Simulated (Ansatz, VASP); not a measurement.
# TlS in two plane-wave programs

Wanted: the spread between two codes on one cell, functional and k mesh. The cell is taken from a series of runs on this material, whose earlier steps may have relaxed, scaled, displaced or heated it; both programs get it as it stands.

Program: Ansatz 0.2.0. Level of theory: plane waves, with VASP 6.6.1 beside it; relaxation of cell and atoms at PBEsol. Results are calculated unless marked as measured.

**1. Starting point**

The structure is cubic, space group Pm-3m (No. 221). Conventional cell: a = 3.514 Å, b = 3.514 Å, c = 3.514 Å, α = 90.00°, β = 90.00°, γ = 90.00°. Tl has 8 S at 3.04 Å nearest. Nearest to S lie 8 Tl at 3.04 Å. Farther neighbours and most contacts between anions are not listed.

**2. VASP: relaxation of cell and atoms, PBEsol, pair 1**

The relaxed volume is the usual yardstick between codes: in a stiff, nearly cubic crystal its relative difference is about their pressure difference at one cell divided by the bulk modulus.

Lines of VASP's logs that name or quote its potential files are left out, and so is its time.

The input, INCAR:

```
SYSTEM = TlS
PREC = Accurate
ENCUT = 500
EDIFF = 1E-07
NELM = 120
ISMEAR = 1
SIGMA = 0.2
LREAL = .FALSE.
ALGO = Normal
GGA = PS
NBANDS = 15
LORBIT = 11
LWAVE = .FALSE.
LCHARG = .FALSE.
ISIF = 3
IBRION = 2
NSW = 80
EDIFFG = -0.005
LASPH = .TRUE.
GGA_COMPAT = .FALSE.
NELMIN = 4
KPAR = 2
```

The input, POSCAR:

```
TlS
1.0
    3.5139170000      0.0000000000      0.0000000000
    0.0000000000      3.5139170000      0.0000000000
    0.0000000000      0.0000000000      3.5139170000
Tl S
1 1
Direct
    0.5000001423      0.5000001423      0.5000001423
    0.0000001423      0.0000001423      0.0000001423
```

The input, KPOINTS:

```
Automatic mesh
0
Gamma
12 12 12
0 0 0
```

Potentials, in the order of the species: Tl_d and S (PBE family, release 64).

Launch:

```
$ mpirun -np 2 vasp_std
```

Numbers of over 12 decimals in the logs are rounded to 6 here.

The program printed:

```text
[banner, memory and clock lines left out]
running    2 mpi-ranks, on    1 nodes
 distrk:  each k-point on    1 cores,    2 groups
 distr:  one band on    1 cores,    1 groups

 POSCAR found type information on POSCAR TlS
 POSCAR found :  2 types and       2 ions
|                                                                             |
|               ----> ADVICE to this user running VASP <----                  |
|                                                                             |
|     You enforced a specific xc type in the INCAR file but a different       |
|     [... a line on the potential file left out ...]
|     I HOPE YOU KNOW WHAT YOU ARE DOING!                                     |
|                                                                             |

 LDA part: xc-table for (Slater+PW92), standard interpolation
 POSCAR, INCAR and KPOINTS ok, starting setup
 FFT: planning ... GRIDC
 FFT: planning ... GRID_SOFT
 FFT: planning ... GRID
 WAVECAR not read
 entering main loop
       N       E                     dE             d eps       ncg     rms          rms(c)
DAV:   1     0.778317282539E+02    0.77832E+02   -0.92038E+03  2544   0.108E+03
DAV:   2    -0.542159019299E+01   -0.83253E+02   -0.80725E+02  3241   0.234E+02
DAV:   3    -0.731665464799E+01   -0.18951E+01   -0.18872E+01  2905   0.310E+01
DAV:   4    -0.732532665308E+01   -0.86720E-02   -0.86715E-02  3290   0.262E+00
DAV:   5    -0.732541689929E+01   -0.90246E-04   -0.90246E-04  3122   0.255E-01    0.622E+00
DAV:   6    -0.704783751807E+01    0.27758E+00   -0.51536E-01  2799   0.612E+00    0.462E+00
DAV:   7    -0.704183383074E+01    0.60037E-02   -0.65542E-02  2933   0.176E+00    0.232E+00
DAV:   8    -0.703879314586E+01    0.30407E-02   -0.72507E-03  2940   0.711E-01    0.650E-02
DAV:   9    -0.703866520469E+01    0.12794E-03   -0.48384E-04  3185   0.204E-01    0.558E-02
DAV:  10    -0.703867804600E+01   -0.12841E-04   -0.65754E-05  3024   0.546E-02    0.271E-02
DAV:  11    -0.703867817818E+01   -0.13218E-06   -0.77588E-06  3080   0.266E-02    0.245E-03
DAV:  12    -0.703867817818E+01   -0.50022E-11   -0.55097E-07  3051   0.511E-03
   1 F= -.70386782E+01 E0= -.70389482E+01  d E =-.703868E+01
 curvature:   0.00 expect dE= 0.000E+00 dE for cont linesearch  0.000E+00
 trial: gam= 0.00000 g(F)=  0.000E+00 g(S)=  0.161E-04 ort = 0.000E+00 (trialstep = 0.100E+01)
 search vector abs. value=  0.161E-04
 bond charge predicted
       N       E                     dE             d eps       ncg     rms          rms(c)
DAV:   1    -0.703887170088E+01   -0.19352E-03   -0.34558E-03  2646   0.540E-01    0.800E-02
DAV:   2    -0.703871162037E+01    0.16008E-03   -0.28583E-04  2674   0.162E-01    0.297E-02
DAV:   3    -0.703868544833E+01    0.26172E-04   -0.87318E-05  2772   0.884E-02    0.227E-02
DAV:   4    -0.703868635656E+01   -0.90824E-06   -0.23687E-06  2821   0.127E-02    0.189E-03
DAV:   5    -0.703868638265E+01   -0.26090E-07   -0.57998E-07  2863   0.810E-03
   2 F= -.70386864E+01 E0= -.70389535E+01  d E =-.820447E-05
 trial-energy change:   -0.000008  1 .order   -0.000007   -0.000016    0.000003
 step:   0.9025(harm=  0.8623)  dis= 0.00000  next Energy=    -7.038687 (dE=-0.833E-05)
 reached required accuracy - stopping structural energy minimisation
```

OUTCAR, selected parts (step 2):

```text
ion  position               nearest neighbor table
   1  0.500  0.500  0.500-   2 3.04   2 3.04   2 3.04   2 3.04   2 3.04   2 3.04   2 3.04   2 3.04

  LATTYP: Found a simple cubic cell.
 ALAT       =     3.5139170000

 Subroutine GETGRP returns: Found 48 space group operations
 (whereof 48 operations were pure point group operations)

The static configuration has the point symmetry O_h .

 Found     84 irreducible k-points:

   k-points           NKPTS =     84   k-points in BZ     NKDIM =     84   number of bands    NBANDS=     15

   dimension x,y,z NGX =    28 NGY =   28 NGZ =   28
   dimension x,y,z NGXF=    56 NGYF=   56 NGZF=   56

   ENCUT  =  500.0 eV  36.75 Ry    6.06 a.u.   6.41  6.41  6.41*2*pi/ulx,y,z

   NELECT =      19.0000    total number of electrons

 k-points in reciprocal lattice and weights: Automatic mesh
   0.00000000  0.00000000  0.00000000       0.001
   0.08333333  0.00000000  0.00000000       0.003
   0.16666667  0.00000000  0.00000000       0.003
   0.25000000  0.00000000  0.00000000       0.003
   0.33333333  0.00000000  0.00000000       0.003
   0.41666667  0.00000000  0.00000000       0.003
   0.50000000  0.00000000  0.00000000       0.002
   0.08333333  0.08333333  0.00000000       0.007
   0.16666667  0.08333333  0.00000000       0.014
[...]
0.50000000  0.50000000  0.41666667       0.003
   0.50000000  0.50000000  0.50000000       0.001

 average (electrostatic) potential at core
       1 -82.3647       2 -84.8694

 E-fermi :   5.9724

 k-point     1 :       0.0000    0.0000    0.0000
  band No.  band energies     occupation
    ...
      6      -4.2570      2.00000
      7       2.0416      2.00000
      8       4.7860      2.00000
      9       4.7860      2.00000
     10       4.7860      2.00000
     11      12.6692      0.00000
     12      12.6692      0.00000
     13      15.6988      0.00000
     14      15.6988      0.00000
     15      15.6988      0.00000

 k-point     2 :       0.0833    0.0000    0.0000
  band No.  band energies     occupation
    ...
      6      -4.2557      2.00000
      7       1.7611      2.00000
      8       4.8522      2.00000
      9       4.8522      2.00000
     10       4.9489      2.00000
     11      12.6941      0.00000
     12      12.7606      0.00000
     13      15.3950      0.00000
     14      15.3950      0.00000
     15      15.4436      0.00000

 k-point     3 :       0.1667    0.0000    0.0000
  band No.  band energies     occupation
    ...
      6      -4.2520      2.00000
      7       1.0989      2.00000
      8       5.0398      2.00000
      9       5.0398      2.00000
     10       5.3251      2.00005
     11      12.5196      0.00000
     12      12.7657      0.00000
     13      14.6538      0.00000
     14      14.6538      0.00000
     15      15.4632      0.00000

  Total        0.0023845      0.0023845      0.0023845      0.0000000      0.0000000      0.0000000
  in kB        0.0881459      0.0881459      0.0881459      0.0000000      0.0000000      0.0000000
  external PRESSURE =       0.0881459 kB  Pullay stress =       0.0000000 kB

  energy-cutoff  :      500.00
  volume of cell :       43.34
      direct lattice vectors                 reciprocal lattice vectors
     3.512651064 -0.000000000 -0.000000000     0.284685265 -0.000000000 -0.000000000
     0.000000000  3.512651064  0.000000000     0.000000000  0.284685265 -0.000000000
     0.000000000  0.000000000  3.512651064     0.000000000 -0.000000000  0.284685265

 POSITION                                       TOTAL-FORCE (eV/Angst)
 -----------------------------------------------------------------------------------
      1.75633      1.75633      1.75633        -0.000000     -0.000000      0.000000
      0.00000      0.00000      0.00000         0.000000      0.000000      0.000000
 -----------------------------------------------------------------------------------
    total drift:                               -0.000543     -0.000543     -0.000543

  FREE ENERGIE OF THE ION-ELECTRON SYSTEM (eV)
  ---------------------------------------------------
  free  energy   TOTEN  =        -7.0386863827 eV

  energy  without entropy=       -7.0394877084  energy(sigma->0) =       -7.03895349

 reached required accuracy - stopping structural energy minimisation

 total charge
# of ion       s       p       d       tot
------------------------------------------
    1        1.127   0.306   9.691  11.124
    2        1.374   2.223   0.000   3.597
--------------------------------------------------
tot          2.501   2.529   9.691  14.721

[... 3 further parts left out ...]
```

CONTCAR:

```
TlS
   1.00000000000000
     3.5126510639253419   -0.0000000000000000   -0.0000000000000000
     0.0000000000000000    3.5126510639253419    0.0000000000000000
     0.0000000000000000    0.0000000000000000    3.5126510639253419
  Tl              S
     1     1
Direct
     0.5000001423000029    0.5000001423000029    0.5000001423000029
     0.0000001423000029    0.0000001423000029    0.0000001423000029
```

The PAW data sets were made with PBE, which is usual practice but a small mismatch for other functionals.

**3. Ansatz: relaxation of cell and atoms, PBEsol, pair 1**

Ansatz runs on its PAW soft_1 files.

The same cell, functional, mesh and smearing now go to Ansatz, which takes its cutoff from its data sets.

The input, input.yaml:

```yaml
crystal:
  lattice:
    - [3.5139170762, 0.0, 0.0]
    - [0.0, 3.5139170762, 0.0]
    - [0.0, 0.0, 3.5139170762]
  atoms:
    - { symbol: Tl, position: [0.5, 0.5, 0.5] }
    - { symbol: S, position: [0.0, 0.0, 0.0] }
kpoints:
  mp_grid: { grid: [12, 12, 12] }
hamiltonian:
  xc: pbesol
  pseudopotentials: { kind: paw, azcp: { folder: soft_1 }, xc_functional: pbe }
scf:
  occupations: { method: methfessel_paxton, width: 0.2 }
output:
  forces: true
  stress: true
  eigenvalues: true
  write_density: true
  write_potential: true
  elf: true
  volumetric_format: npy
relax:
  adjacent_minimum: "off"
  f_tol: 0.001
  max_steps: 60
  cell: { stress_tol: 0.01 }
```

Launch:

```
$ ansatz run input.yaml --threads 4 --pin off --max-ram 10240MiB --backend cpu --events-out ev --progress --plain --runs-dir out
```

The program printed:

```text
Engine: ansatz 0.2.0, aarch64-unknown-linux-gnu
Pseudopotentials: kind: paw
Pseudopotential: Tl, paw, valence charge 13, recommended cutoff 420 eV (normal), soft_1/Tl.paw.azcp
Pseudopotential: S, paw, valence charge 6, recommended cutoff 420 eV (normal), soft_1/S.paw.azcp
Functional definition: PBEsol
  exchange = pbesol_x
  correlation = pbesol_c
Crystal: 2 atoms, lattice volume = 43.388 Å³
Basis set: ecut = 420 eV, 847 PW (Γ), exchange–correlation on 48×48×48 points (8 copies of the dense FFT grid, shifted against one another)
Bands: 14, of which v1, the nominal top of the filled ones, is band 10 counted from 1 (9 counted from 0)
Symmetry: 48 space group operations
Space group: Pm-3m (ITA 221), of the structure as read, at distance tolerance 3.5e-5 Å
k-points: 84 of 1728
Non-local potential: Tl, projectors of the file, l = 0: 2, l = 1: 2, l = 2: 2, l = 3: 1
Non-local potential: S, projectors of the file, l = 0: 2, l = 1: 2, l = 2: 1
PAW form: soft (Blöchl's): semilocal exchange-correlation on the pseudo side does not see the compensation charge
PAW frozen core: Tl, regenerated for the run's functional, and the local potential with it (the file was generated under x = pbe(κ = 0.804, μ = 0.219515), c = pbe(β = 0.066725))
PAW frozen core: S, regenerated for the run's functional, and the local potential with it (the file was generated under x = pbe(κ = 0.804, μ = 0.219515), c = pbe(β = 0.066725))
PAW one-centre angular grid: Tl, 590 points (default); XC on 64 Gauss nodes
PAW one-centre angular grid: S, 110 points (default); XC on 64 Gauss nodes
Initial density: superposition of atomic densities (chi_scale 0.1, normalization cell, long waves kept (reshape's long-wave potential 0.00 eV rms))
Initial wavefunctions: pseudopotential atomic-orbital guess
Functional: x = pbesol(κ = 0.804, μ = 0.123457), c = pbesol(β = 0.046)
SCF iter   1: F=—  HF=-12182.642599 eV  |F-HF|=—  |Δ(HF+E_count)|=         —  Δρ=1.77e-2  dr2=1.36e-1  ethr=3.10e-3  ⟨swp⟩=6.2  Hψ=7317  notcnv=0
preconditioner: auto → none  [metal: Δε(μ)=0.032 eV  Ē_g=13.781 eV  σ=0.200 eV  W_gap=0.13  n_scr=6 (ndim 8)  ℏωp=24.6 eV  f_vac=0.000  D(μ)=1.16/eV (n_scr^D=6)  sad-step TF]
SCF iter   2: F=—  HF=-12182.615434 eV  |F-HF|=—  |Δ(HF+E_count)|=   2.72e-2  S|Δr|=    0.00e0  Δρ=9.80e-3  dr2=4.68e-2  ethr=7.14e-4  ⟨swp⟩=1.0  Hψ=1848  notcnv=0
SCF iter   3: F=—  HF=-12182.601456 eV  |F-HF|=—  |Δ(HF+E_count)|=   1.40e-2  S|Δr|=    0.00e0  Δρ=1.17e-3  dr2=7.10e-4  ethr=2.46e-4  ⟨swp⟩=2.8  Hψ=1886  notcnv=0
SCF iter   4: F=—  HF=-12182.601342 eV  |F-HF|=—  |Δ(HF+E_count)|=   1.14e-4  S|Δr|=    0.00e0  Δρ=4.12e-4  dr2=4.12e-5  ethr=3.73e-6  ⟨swp⟩=2.0  Hψ=1902  notcnv=0
SCF iter   5: F=—  HF=-12182.601403 eV  |F-HF|=—  |Δ(HF+E_count)|=   6.04e-5  S|Δr|=    0.00e0  Δρ=1.11e-4  dr2=3.02e-6  ethr=2.17e-7  ⟨swp⟩=2.5  Hψ=1901  notcnv=0
SCF iter   6: F=-12182.601403 eV  HF=-12182.601403 eV  |F-HF|=4.43e-8  |Δ(HF+E_count)|=   4.33e-7  S|Δr|=    0.00e0  Δρ=1.66e-5  dr2=7.82e-8  ethr=5.26e-10  ⟨swp⟩=9.5  Hψ=9405  notcnv=0
SCF 1 converged in 6 iterations: F = -12182.601403 eV  dr2 = 7.82e-8
  greatest PAW one-centre occupation: 0.966 electrons in one spin orbital (limit 2), on the Tl atom at site 0 (counted from 0), in its partial waves of l = 2
relax step   1: F+E_penalty+E_count = -12182.60140295 eV  Δ(F+E_penalty+E_count) = +0.000e0 eV  max|allowed force component| = 1.231e-28 eV/Å  Δτ_max = 0.0000 Å  P = -0.019 GPa  Ω = 43.388 Å³  (6 SCF iters, dr2 threshold 1.00e-7 eV, accepted)
[...]
relax step   2: F+E_penalty+E_count = -12182.60140597 eV  Δ(F+E_penalty+E_count) = -3.022e-6 eV  max|allowed force component| = 1.703e-29 eV/Å  Δτ_max = 0.0000 Å  P = +0.006 GPa  Ω = 43.371 Å³  energy of the carried Pulay correction = +2.295e-6 eV  (3 SCF iters, dr2 threshold 8.74e-10 eV, accepted)
[...]
relax step   3: F+E_penalty+E_count = -12182.60140461 eV  Δ(F+E_penalty+E_count) = +1.361e-6 eV  max|allowed force component| = 1.821e-29 eV/Å  Δτ_max = 0.0000 Å  P = +0.006 GPa  Ω = 43.371 Å³  stress off target by 5.95e-3 GPa  SCF on the basis re-selected at this cell (its energy is not comparable with the rows above)  (6 SCF iters)
basis re-selected at this cell: Δ(F+E_penalty+E_count) = +1.361e-6 eV, ΔP = -0.000 GPa vs the last step (what re-selecting the basis moved, of the pressure what is left beyond the Pulay correction that the steps carried, after the strain that the cell walked since its last selection, with what the two solves' SCF thresholds leave and, on support functions, any second-order correction that the steps lacked; it is no m [...]
SCF converged after 6 iterations
Stability not checked: this state was not tested for a lower state beside it, because cold or Methfessel-Paxton smearing, or corrected tetrahedra, fill the levels in a way that the test cannot read (fill_not_monotonic; see scf.lower_state_search)
Free energy (F): -12182.601405 eV
Harris-Foulkes:  -12182.601405 eV  (|F-HF|=3.64e-12)
Internal energy: -12182.602218 eV  (E = F + TS)
E sigma→0 (E₀):  -12182.601608 eV
Entropy (-TS):   0.000813 eV (0.407 meV/atom)
Fermi energy:    9.197378 eV
--- Per-component energies (eV) ---
  E_band       = 28.380627
  E_kinetic    = 371.317976
  E_local      = -872.573140  (includes V_loc(G=0)·N_el)
  E_nonlocal   = 352.952301
  E_hartree    = 316.920566
  E_xc         = -271.240549
  E_vxc        = -204.566551  (∫ρ·V_xc dr)
  E_paw        = -10631.792119  (= ΣΔE_a)
  E_vpaw       = -252.591036  (= ΣTr[D̂ρ^β])
  E_aug_tail   = -0.000044  (compensation charges beyond the density's cutoff)
  E_ewald      = -1448.287492
  E_core_change = 0.100282  (= ΣΔE_core)
  E_smearing   = 0.000813  (= −TS)
  E_closure    = -0.000000  (closes the sum)
  Σ components = -12182.601405   (vs F -12182.601405, Δ=0.00e0)
--- Forces (eV/Å), atoms counted from 1 ---
  atom   1  Tl    -0.00000000     0.00000000     0.00000000
  atom   2  S      0.00000000     0.00000000    -0.00000000
  max |Σ_I F_I| component: 3.93e-29 eV/Å
--- Stress (GPa, compression-positive) ---
        0.005952       0.000000      -0.000000
        0.000000       0.005952       0.000000
       -0.000000       0.000000       0.005952
  P = ⅓ Tr σ = 0.0060 GPa (0.060 kbar)
--- Band table (eV; the first three rows and the last of 84) ---
  k-point 0: bands = [... 6 lower, 5.2662, 8.0136, 8.0136, 8.0136, 15.8472, 15.8472, 18.9242, 18.9242]
  k-point 1: bands = [... 6 lower, 4.9866, 8.0795, 8.0795, 8.1758, 15.8719, 15.9430, 18.6110, 18.6110]
  k-point 2: bands = [... 6 lower, 4.3263, 8.2667, 8.2667, 8.5511, 15.7228, 15.9426, 17.8575, 17.8575]
  k-point 83: bands = [... 6 lower, 7.3113, 7.3113, 7.3113, 7.3192, 10.3331, 10.3331, 10.3331, 25.2644]
--- Relaxed structure (2 steps of the walk, 2 accepted, 1 SCFs on fresh bases) ---
  F+E_penalty+E_count = -12182.60140461 eV   max|allowed force component| = 1.821e-29 eV/Å   (the final SCF, on the basis selected at the relaxed cell)
  cell:  # Å, volume = 43.3705 Å³
    - [3.513432, 0.0, 0]
    - [0.0, 3.513432, 0.0]
    - [0, 0.0, 3.513432]
  atoms:
    - { symbol: Tl, position: [0.500000, 0.500000, 0.500000] }
    - { symbol: S, position: [0, 0, 0] }
```

**4. Differences**

Known differences besides the potentials themselves: the cutoff is 420 eV in Ansatz and 500 eV in VASP; Ansatz makes its cores anew for this functional, VASP keeps those of its PBE data sets; Ansatz adds a Pulay correction to the stress that steers its cell, VASP none. Total energies have different zeros and are not compared.

Compared:

| quantity | Ansatz | VASP | difference |
| --- | --- | --- | --- |
| volume (Å³) | 43.37 | 43.34 | +0.07 % |
| edge a after relaxation, in the typed setting (Å) | 3.513 | 3.513 | +0.02 % |

[end of part 1 of 2]

[Lines on the potential files, build, host, timing and source positions are cut from VASP's logs without a mark.]

[Logs are printed without paths, hosts, clocks, repeated set-up lines and the standing remarks that a program may print on its own settings, such as how far it seeks lower states.]

[Hosts, paths, dates, database ids (printed as entryN), source tags and the programs' standing remarks are cut or masked in the printed files.]
